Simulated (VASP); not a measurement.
An input for Quantum ESPRESSO's pw.x (written as the equivalent of a VASP run, and not itself run):

```
&CONTROL
  calculation = 'vc-relax'
  pseudo_dir = './pseudo'
  outdir = './out'
  tprnfor = .true.
  tstress = .true.
  nstep = 50
  forc_conv_thr = 0.00039
/
&SYSTEM
  ibrav = 0
  nat = 8
  ntyp = 2
  ecutwfc = 78
  occupations = 'smearing'
  smearing = 'fermi-dirac'
  degauss = 0.009996
  input_dft = 'pbesol'
/
&ELECTRONS
  conv_thr = 7.3e-08
  electron_maxstep = 100
/
&IONS
/
&CELL
/
ATOMIC_SPECIES
  Ge 72.630 Ge.upf
  P 30.974 P.upf
CELL_PARAMETERS angstrom
     3.5694600    2.0608280    3.4853470
    -3.5694600    2.0608280    3.4853470
     0.0000000   -4.1216560    3.4853470
ATOMIC_POSITIONS crystal
  Ge   0.7365300  0.7365300  0.7365300
  Ge   0.2634700  0.2634700  0.2634700
  P    0.2106850  0.2106850  0.7317700
  P    0.7893150  0.7893150  0.2682300
  P    0.7317700  0.2106850  0.2106850
  P    0.2682300  0.7893150  0.7893150
  P    0.2106850  0.7317700  0.2106850
  P    0.7893150  0.2682300  0.7893150
K_POINTS automatic
  5 5 5 0 0 0
```

Q: Translate this input to VASP (INCAR, KPOINTS, POSCAR, choice of POTCAR).

A: This is not unique; one that fits is 
POSCAR:
```
GeP3
1
    3.5694600000     2.0608280000     3.4853470000
   -3.5694600000     2.0608280000     3.4853470000
    0.0000000000    -4.1216560000     3.4853470000
Ge P
2 6
Direct
  0.7365300000   0.7365300000   0.7365300000
  0.2634700000   0.2634700000   0.2634700000
  0.2106850000   0.2106850000   0.7317700000
  0.7893150000   0.7893150000   0.2682300000
  0.7317700000   0.2106850000   0.2106850000
  0.2682300000   0.7893150000   0.7893150000
  0.2106850000   0.7317700000   0.2106850000
  0.7893150000   0.2682300000   0.7893150000
```

### KPOINTS
```
K-points
0
G
 5 5 5
```

**INCAR**
```
ALGO = Normal
EDIFF = 1E-6
EDIFFG = -0.01
ENCUT = 300
GGA = PS
IBRION = 2
ISIF = 3
ISMEAR = -1
LASPH = .TRUE.
LCHARG = .FALSE.
LMAXMIX = 4
LREAL = .FALSE.
LWAVE = .FALSE.
NELM = 100
NSW = 50
PREC = Accurate
SIGMA = 0.136
SYSTEM = GeP3
```

POTCAR, in this order: Ge_d P (PBE.64 set). Program: vasp_std.

What does not carry over: the potentials are each code's own (VASP's PAW set, PseudoDojo norm-conserving files in pw.x), so ENCUT and ecutwfc are chosen apart and not converted; conv_thr bounds pw.x's estimated SCF error, while EDIFF bounds the energy change between steps; forc_conv_thr acts on force components and is met together with etot_conv_thr.

The structure comes from a computed database's GeP3 entry (R-3m); how it stands against other phases isn't given here. This run relaxes it. Symmetry was kept, so distortions that lower it aren't found. The run is one of a series of settings (EDIFFG = -0.01, IBRION = 2, ISIF = 3, NSW = 50 against the base run), some of them coarse on purpose.
